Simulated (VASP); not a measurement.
Method: LDA (Ceperley-Alder, Perdew-Zunger), VASP's LDA PAW potentials (set 64) (plane waves; VASP 6.6.1).

Input for VASP

### KPOINTS
```
Automatic mesh
0
Gamma
10 10 5
0 0 0
```

File POSCAR:
```
BN
1.0
  1.2249464028  -2.1216703518   0.0000000000
  1.2249464028   2.1216703518   0.0000000000
  0.0000000000   0.0000000000   4.9760095108
B N
2 2
Cart
  1.2249464028   0.7072248650   1.2440023777
  1.2249464028  -0.7072248650   3.7320071331
  1.2249464028  -0.7072248650   1.2440023777
  1.2249464028   0.7072248650   3.7320071331
```

### INCAR
```
SYSTEM = BN
PREC = Accurate
ENCUT = 620
EDIFF = 1E-6
NELM = 100
ALGO = Normal
LREAL = .FALSE.
LASPH = .TRUE.
ISMEAR = 0
SIGMA = 0.05
LWAVE = .FALSE.
LCHARG = .FALSE.
IBRION = 2
ISIF = 3
NSW = 40
EDIFFG = -0.02
PSTRESS = 300
```

POTCAR, in this order: B N (LDA.64 set). Program: vasp_std.

The resulting files:

**OUTCAR**
```
 ion  position               nearest neighbor table
   1  0.333  0.667  0.250-   3 1.41   3 1.41   3 1.41
   2  0.667  0.333  0.750-   4 1.41   4 1.41   4 1.41
   3  0.667  0.333  0.250-   1 1.41   1 1.41   1 1.41
   4  0.333  0.667  0.750-   2 1.41   2 1.41   2 1.41
  LATTYP: Found a hexagonal cell.
 ALAT       =     2.4498936245
 C/A-ratio  =     2.0311124781
 Subroutine PRICEL returns:
 Original cell was already a primitive cell.
 Subroutine GETGRP returns: Found 24 space group operations
The static configuration has the point symmetry D_3d.
 The point group associated with its full space group is D_6h.
The dynamic configuration has the point symmetry D_3d.
 Subroutine INISYM returns: Found 24 space group operations
 Subroutine IBZKPT returns following result:
 Found     42 irreducible k-points:

 Following reciprocal coordinates:
            Coordinates               Weight
  0.000000  0.000000  0.000000      1.000000
  0.100000  0.000000  0.000000      6.000000
  0.200000  0.000000  0.000000      6.000000
  0.300000  0.000000  0.000000      6.000000
  0.400000  0.000000  0.000000      6.000000
  0.500000 -0.000000  0.000000      3.000000
  0.100000  0.100000  0.000000      6.000000
  0.200000  0.100000  0.000000     12.000000
  0.300000  0.100000  0.000000     12.000000
  0.400000  0.100000  0.000000     12.000000
  0.200000  0.200000  0.000000      6.000000
  0.300000  0.200000  0.000000     12.000000
  0.400000  0.200000  0.000000      6.000000
  0.300000  0.300000  0.000000      6.000000
  0.000000  0.000000  0.200000      2.000000
  0.100000  0.000000  0.200000     12.000000
  0.200000  0.000000  0.200000     12.000000
  0.300000  0.000000  0.200000     12.000000
  0.400000  0.000000  0.200000     12.000000
  0.500000 -0.000000  0.200000      6.000000
...
```

**OSZICAR**
```
       N       E                     dE             d eps       ncg     rms          rms(c)
DAV:   1     0.603959468925E+02    0.60396E+02   -0.96472E+03  1008   0.147E+03
DAV:   2    -0.386173341910E+02   -0.99013E+02   -0.90235E+02  1468   0.282E+02
DAV:   3    -0.419428874877E+02   -0.33256E+01   -0.33069E+01  1284   0.519E+01
DAV:   4    -0.419636452512E+02   -0.20758E-01   -0.20748E-01  1176   0.460E+00
DAV:   5    -0.419638583343E+02   -0.21308E-03   -0.21306E-03  1252   0.422E-01    0.115E+01
DAV:   6    -0.384865698492E+02    0.34773E+01   -0.82452E+00  1088   0.240E+01    0.514E+00
DAV:   7    -0.381079497663E+02    0.37862E+00   -0.55755E-01  1248   0.640E+00    0.296E+00
DAV:   8    -0.380158109384E+02    0.92139E-01   -0.19295E-01  1188   0.373E+00    0.296E-01
DAV:   9    -0.380144033123E+02    0.14076E-02   -0.56268E-03  1188   0.721E-01    0.166E-01
DAV:  10    -0.380143354987E+02    0.67814E-04   -0.25813E-04  1212   0.170E-01    0.203E-02
DAV:  11    -0.380143366312E+02   -0.11325E-05   -0.23286E-05  1204   0.424E-02    0.153E-02
DAV:  12    -0.380143360331E+02    0.59810E-06   -0.42593E-06  1132   0.182E-02
   1 F= -.33171309E+02 E0= -.33171309E+02  d E =-.331713E+02
```

### OUTCAR
```
------------------------ aborting loop because EDIFF is reached ----------------------------------------
  FORCE on cell =-STRESS in cart. coord.  units (eV):
  Direction    XX          YY          ZZ          XY          YZ          ZX
  --------------------------------------------------------------------------------------
  Total        4.9018274      4.9018318      4.8610968      0.0000000      0.0000000      0.0000000
  in kB      303.6423949    303.6426656    301.1193473      0.0000000      0.0000000      0.0000000
  external PRESSURE =       2.8014693 kB  Pullay stress =     300.0000000 kB
  volume of cell :       25.86
      direct lattice vectors                 reciprocal lattice vectors
     1.224946403 -2.121670352  0.000000000     0.408181124 -0.235663377  0.000000000
     1.224946403  2.121670352  0.000000000     0.408181124  0.235663377  0.000000000
     0.000000000  0.000000000  4.976009511     0.000000000  0.000000000  0.200964246
  FREE ENERGIE OF THE ION-ELECTRON SYSTEM (eV)
  ---------------------------------------------------
  free  energy   TOTEN  =       -38.0143360331 eV

  energy  without entropy=      -38.0143360331  energy(sigma->0) =      -38.01433603
  enthalpy is  TOTEN    =       -33.1713093256 eV   P V=        4.8430267075

 reached required accuracy - stopping structural energy minimisation
```
(Selected blocks of OUTCAR.)

File OUTCAR:
```
 val. band max:        5.7304461093   @ k =   0.3000   0.1000   0.0000

 cond. band min:       9.5990726082   @ k =   0.5000  -0.0000   0.4000


 Fermi energy:         6.0333238809

 k-point     1 :       0.0000    0.0000    0.0000
  band No.  band energies     occupation
      1     -13.5358      2.00000
      2     -11.5960      2.00000
      3      -3.2336      2.00000
      4       3.7682      2.00000
      5       3.8713      2.00000
      6       3.8714      2.00000
      7       4.2944      2.00000
      8       4.2945      2.00000
      9      13.9944      0.00000
     10      16.8365      0.00000
     11      16.8366      0.00000
     12      17.7303      0.00000

 k-point     2 :       0.1000    0.0000    0.0000
  band No.  band energies     occupation
      1     -13.3188      2.00000
      2     -11.4120      2.00000
      3      -2.9461      2.00000
      4       3.0307      2.00000
      5       3.4539      2.00000
      6       3.5239      2.00000
      7       3.9213      2.00000
      8       3.9830      2.00000
      9      14.3255      0.00000
     10      16.6053      0.00000
     11      17.4962      0.00000
     12      17.7534      0.00000

 k-point     3 :       0.2000    0.0000    0.0000
  band No.  band energies     occupation
      1     -12.6795      2.00000
      2     -10.8782      2.00000
      3      -2.0955      2.00000
      4       1.0175      2.00000
      5       1.6689      2.00000
      6       2.5348      2.00000
      7       3.0748      2.00000
      8       4.5845      2.00000
      9      15.0221      0.00000
     10      15.1701      0.00000
     11      16.0691      0.00000
     12      17.6087      0.00000

 k-point     4 :       0.3000    0.0000    0.0000
  band No.  band energies     occupation
      1     -11.6668      2.00000
      2     -10.0759      2.00000
      3      -1.3227      2.00000
      4      -0.7323      2.00000
      5      -0.5356      2.00000
      6       1.6163      2.00000
...
```

The compound is BN in the hex structure. It was relaxed first under an external pressure of 30 GPa.
